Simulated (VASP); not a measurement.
# MgO (Fm-3m) in VASP: Born charges and dielectric tensor with LDA

Aim: the Born charges and dielectric tensor of MgO with LDA.

All numbers are computed with VASP 6.6.1; they aren't measurements. Logs are shortened: lines on timing, memory, paths and dates and some standing lists are left out, and cuts for length are marked.

**Measured values to compare with.**

From “Electronic structure of alkaline earth and post-transition metal oxides”, 2009, arxiv:0908.1581, for a bulk crystal of MgO: band gap 7.83 eV.

“Infrared Optical Properties of Ferropericlase (Mg1-xFexO): Experiment and Theory”, 2007, arxiv:0704.2267 reports, for a bulk crystal of MgO at 295 K: high-frequency dielectric constant 2.95 ± 0.1.

How close the calculation comes is told below.

## Step 1: The crystal as given

Symmetry: Fm-3m, No. 225, cubic system. The conventional cell has a = 4.287 Å, b = 4.287 Å, c = 4.287 Å, α = 90.00°, β = 90.00°, γ = 90.00°. Around Mg (site symmetry m-3m) lie 6 O at 2.14 Å. O (site symmetry m-3m) is surrounded by 6 Mg at 2.14 Å.

## Step 2: Born charges and dielectric tensor, LDA

The input, INCAR:

```
ALGO = Fast
EDIFF = 1E-8
ENCUT = 600
IBRION = 8
ISIF = 2
ISMEAR = 0
LASPH = T
LCHARG = F
LEPSILON = T
LREAL = F
LWAVE = F
NELM = 100
NSW = 1
PREC = Accurate
SIGMA = 0.02
```

The input, KPOINTS:

```
k-points
0
Gamma
  10 10 10
```

The input, POSCAR:

```
MgO
1.0
    0.0000000000      2.1437100000      2.1437100000
    2.1437100000      0.0000000000      2.1437100000
    2.1437100000      2.1437100000      0.0000000000
Mg O
1 1
Direct
    0.0000000000      0.0000000000      0.0000000000
    0.5000000000      0.5000000000      0.5000000000
```

Potentials or basis: VASP PAW LDA potentials, release 64 (Mg, O).

The run is started by

```
$ cat potpaw_LDA.64/Mg/POTCAR potpaw_LDA.64/O/POTCAR > POTCAR
$ mpirun -np 1 vasp_std > vasp.out
```

OUTCAR:

```text
EDIFF = 1E-8
   ENCUT = 600
   IBRION = 8
   ISIF = 2
   ISMEAR = 0
   LASPH = T
   LEPSILON = T
   LREAL = F
   NELM = 100
   NSW = 1
   PREC = Accurate

 ion  position               nearest neighbor table
   1  0.000  0.000  0.000-   2 2.14   2 2.14   2 2.14   2 2.14   2 2.14   2 2.14
   2  0.500  0.500  0.500-   1 2.14   1 2.14   1 2.14   1 2.14   1 2.14   1 2.14

  LATTYP: Found a face centered cubic cell.
 ALAT       =     4.2874200000

  Lattice vectors:

 A1 = (   0.0000000000,   2.1437100000,   2.1437100000)
 A2 = (   2.1437100000,   0.0000000000,   2.1437100000)
 A3 = (   2.1437100000,   2.1437100000,   0.0000000000)

Analysis of symmetry for initial positions (statically):
=====================================================================
 Subroutine PRICEL returns:
 Original cell was already a primitive cell.

 Routine SETGRP: Setting up the symmetry group for a
 face centered cubic supercell.

 Subroutine GETGRP returns: Found 48 space group operations
 (whereof 48 operations were pure point group operations)
 out of a pool of 48 trial point group operations.

The static configuration has the point symmetry O_h .

Analysis of symmetry for dynamics (positions and initial velocities):
=====================================================================
 Subroutine PRICEL returns:
 Original cell was already a primitive cell.

 Routine SETGRP: Setting up the symmetry group for a
 face centered cubic supercell.

 Subroutine GETGRP returns: Found 48 space group operations
 (whereof 48 operations were pure point group operations)
 out of a pool of 48 trial point group operations.

The dynamic configuration has the point symmetry O_h .

 Subroutine INISYM returns: Found 48 space group operations
 (whereof 48 operations are pure point group operations),
 and found     1 'primitive' translations

[... 499 lines left out ...]
     0.00000 -0.00000  0.00716

 MACROSCOPIC STATIC DIELECTRIC TENSOR (including local field effects in DFT)
 ------------------------------------------------------
           3.221895     0.000000     0.000000
          -0.000000     3.221895     0.000000
          -0.000000    -0.000000     3.221895
 ------------------------------------------------------

 PIEZOELECTRIC TENSOR (including local field effects)  for field in x, y, z        (e  Angst)
          XX          YY          ZZ          XY          YZ          ZX
  --------------------------------------------------------------------------------
  x     0.00000     0.00000     0.00000     0.00000     0.00000     0.00000
  y     0.00000     0.00000     0.00000     0.00000     0.00000     0.00000
  z     0.00000     0.00000     0.00000     0.00000     0.00000     0.00000

 PIEZOELECTRIC TENSOR (including local field effects)  for field in x, y, z        (C/m^2)
          XX          YY          ZZ          XY          YZ          ZX
  --------------------------------------------------------------------------------
  x     0.00000     0.00000     0.00000     0.00000     0.00000     0.00000
  y     0.00000     0.00000     0.00000     0.00000     0.00000     0.00000
  z     0.00000     0.00000     0.00000     0.00000     0.00000     0.00000

 BORN EFFECTIVE CHARGES (including local field effects) (in |e|, cummulative output)
 ---------------------------------------------------------------------------------
 ion    1
    1     1.99138    -0.00000     0.00000
    2    -0.00000     1.99138     0.00000
    3     0.00000     0.00000     1.99138
 ion    2
    1    -1.99138     0.00000    -0.00000
    2     0.00000    -1.99138    -0.00000
    3    -0.00000    -0.00000    -1.99138

 INTERNAL STRAIN TENSOR FOR ION    2 for displacements in x,y,z  (eV/Angst):
          X           Y           Z          XY          YZ          ZX
  --------------------------------------------------------------------------------
  x     0.00000     0.00000     0.00000     0.00000     0.00000     0.00000
  y     0.00000     0.00000     0.00000     0.00000     0.00000     0.00000
  z     0.00000     0.00000     0.00000     0.00000     0.00000     0.00000

 SECOND DERIVATIVES (NOT SYMMETRIZED)
 ------------------------------------
               1X          1Y          1Z          2X          2Y          2Z
  1X    -3.784621    0.000000    0.000000    3.784621    0.000000    0.000000
  1Y     0.000000   -3.784621    0.000000    0.000000    3.784621    0.000000
  1Z     0.000000    0.000000   -3.784621    0.000000    0.000000    3.784621
  2X     3.775300    0.000000    0.000000   -3.775300    0.000000    0.000000
  2Y     0.000000    3.775300    0.000000    0.000000   -3.775300    0.000000
  2Z     0.000000    0.000000    3.775300    0.000000    0.000000   -3.775300

 Eigenvectors and eigenvalues of the dynamical matrix
 ----------------------------------------------------

   1 f  =    9.783876 THz    61.473905 2PiTHz  326.354968 cm-1    40.462841 meV
             X         Y         Z           dx          dy          dz
      0.000000  0.000000  0.000000     0.000000    0.630526    0.000000
      2.143710  2.143710  2.143710     0.000000   -0.776168    0.000000
[... 21 lines left out ...]
   6 f/i=    0.005903 THz     0.037090 2PiTHz    0.196907 cm-1     0.024413 meV
             X         Y         Z           dx          dy          dz
      0.000000  0.000000  0.000000     0.000000    0.000000    0.776168
      2.143710  2.143710  2.143710     0.000000    0.000000    0.630526

--------------------------------------------------------------------------------------------------------

 MACROSCOPIC STATIC DIELECTRIC TENSOR IONIC CONTRIBUTION
 ------------------------------------------------------
           9.635124     0.000000    -0.000000
           0.000000     9.635124    -0.000000
          -0.000000    -0.000000     9.635124
 ------------------------------------------------------

 ELASTIC MODULI CONTR FROM IONIC RELAXATION (kBar)
 Direction    XX          YY          ZZ          XY          YZ          ZX
 --------------------------------------------------------------------------------
 XX           0.0000      0.0000      0.0000      0.0000      0.0000      0.0000
 YY           0.0000      0.0000      0.0000      0.0000      0.0000      0.0000
 ZZ           0.0000      0.0000      0.0000      0.0000      0.0000      0.0000
 XY           0.0000      0.0000      0.0000      0.0000      0.0000      0.0000
 YZ           0.0000      0.0000      0.0000      0.0000      0.0000      0.0000
 ZX           0.0000      0.0000      0.0000      0.0000      0.0000      0.0000
 --------------------------------------------------------------------------------

 PIEZOELECTRIC TENSOR IONIC CONTR  for field in x, y, z        (C/m^2)
          XX          YY          ZZ          XY          YZ          ZX
  --------------------------------------------------------------------------------
  x     0.00000     0.00000     0.00000     0.00000     0.00000     0.00000
  y     0.00000     0.00000     0.00000     0.00000     0.00000     0.00000
  z     0.00000     0.00000     0.00000     0.00000     0.00000     0.00000
```

OSZICAR:

```text
N       E                     dE             d eps       ncg     rms          rms(c)
DAV:   1     0.141782755132E+02    0.14178E+02   -0.51340E+03   888   0.991E+02
DAV:   2    -0.144830977805E+02   -0.28661E+02   -0.27177E+02   936   0.147E+02
[... 13 lines left out ...]
RMM:   6    -0.353123955010E+00    0.29152E-05   -0.44440E-08  2781   0.241E-03    0.783E-04
RMM:   7    -0.353119827081E+00    0.41279E-05   -0.16721E-09  2674   0.460E-04    0.483E-05
RMM:   8    -0.353119770254E+00    0.56827E-07   -0.10466E-10  2753   0.687E-05    0.169E-05
RMM:   9    -0.353119803961E+00   -0.33707E-07   -0.75330E-11  2782   0.198E-05    0.305E-06
RMM:  10    -0.353119823529E+00   -0.19567E-07   -0.84510E-11  2388   0.613E-06    0.585E-07
RMM:  11    -0.353119827591E+00   -0.40623E-08   -0.12508E-10  1757   0.456E-06    0.506E-08
 Linear response finished
```

stdout:

```text
POSCAR found type information on POSCAR MgO
 POSCAR found :  2 types and       2 ions
 scaLAPACK will be used
 LDA part: xc-table for (Slater(with rela. corr.)+CA(PZ))
 , standard interpolation
 POSCAR, INCAR and KPOINTS ok, starting setup
 FFT: planning ... GRIDC
 FFT: planning ... GRID_SOFT
 FFT: planning ... GRID
[... 24 lines left out ...]
 Linear response to external field, progress :
  Direction:   3
 dielectric tensor                  component  3 :     0.043     0.246     3.222
 Linear response DOF=           2
 Linear response progress:
 first order change of Fermi-energy   0.39988E-04
 force on displaced ion       1 direction 1 :  -3.785   0.000   0.000
 Born effective charge ion    1 direction 1 :   1.991   0.000   0.000
 Linear response progress:
 first order change of Fermi-energy   0.11508E-02
 force on displaced ion       2 direction 1 :  -3.775   0.000   0.000
 Born effective charge ion    2 direction 1 :  -1.991   0.000   0.000
 Born effective charges drift removed
 Linear response finished
```

Run time: 38 s. Hardware: 1 thread of Intel Xeon 6975P-C (Granite Rapids), shared host; peak memory 0.19 GiB.

What came out:

```
Band gap on the k mesh                                  : 4.16 eV, direct
Electronic dielectric tensor (diagonal)                 : 3.22
Born charges (mean of the diagonal)                     : Mg +1.99; O -1.99 e
Highest phonon frequency at Γ, LO-TO splitting left out : 326 cm⁻¹
```

Phonon frequencies in cm⁻¹ (negative: imaginary):
```
              q point        frequencies
(0.000, 0.000, 0.000)  0 0 0 326 326 326
```

Electronic dielectric tensor:
```
3.22 0.00 0.00
0.00 3.22 0.00
0.00 0.00 3.22
```

Born effective charge tensors (e):
atom 1, Mg
```
1.99 0.00 0.00
0.00 1.99 0.00
0.00 0.00 1.99
```
atom 2, O
```
-1.99  0.00  0.00
 0.00 -1.99  0.00
 0.00  0.00 -1.99
```

## Step 3: Against experiment

Step 2. A measured gap of MgO is 7.83 eV (quoted in “Electronic structure of alkaline earth and post-transition metal oxides”, 2009, arxiv:0908.1581); the calculated 4.16 eV misses it by -3.67 eV. The value is that of LDA, without temperature or zero-point motion. Semilocal functionals fall short of measured gaps as a rule. A measured high-frequency dielectric constant of MgO is 2.95 (295 K; “Infrared Optical Properties of Ferropericlase (Mg1-xFexO): Experiment and Theory”, 2007, arxiv:0704.2267); the calculated 3.22 misses it by +9.2 %.
